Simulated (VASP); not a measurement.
Elastic constants (GPa) of a crystal from r2SCAN meta-GGA, VASP's PBE PAW potentials (set 64) (VASP 6.6.1):

```tsv
	xx	yy	zz	yz	xz	xy
xx	25.8	2.3	2.3	0.0	0.0	0.0
yy	2.3	25.8	2.3	0.0	0.0	0.0
zz	2.3	2.3	25.8	0.0	0.0	0.0
yz	0.0	0.0	0.0	4.8	0.0	0.0
xz	0.0	0.0	0.0	0.0	4.8	0.0
xy	0.0	0.0	0.0	0.0	0.0	4.8
```

Work out the Voigt, Reuss and Hill moduli, Young's modulus and Poisson's ratio.

All eigenvalues are positive (smallest 4.8 GPa), so the crystal is stable. K_V = (C11+C22+C33+2(C12+C13+C23))/9 = (77.4 + 2×6.9)/9 = 10.1 GPa; G_V = (77.4 − 6.9 + 3×14.4)/15 = 7.6 GPa. From the compliances, K_R = 10.1 GPa and G_R = 6.3 GPa. Hill: K = 10.1 GPa, G = 6.9 GPa, E = 9KG/(3K+G) = 16.9 GPa, ν = (3K−2G)/(2(3K+G)) = 0.221. K/G = 1.46, below Pugh's 1.75; universal anisotropy A^U = 1.03.

With a density of 3.44 g/cm³, what are the mean sound speeds?

v_l = √((K+4G/3)/ρ) = 2.37 km/s and v_t = √(G/ρ) = 1.42 km/s. The crystal is CsH (space group Fm-3m), cubic.

The structure comes from a computed database's CsH entry (Fm-3m); how it stands against other phases isn't given here. It was relaxed first.
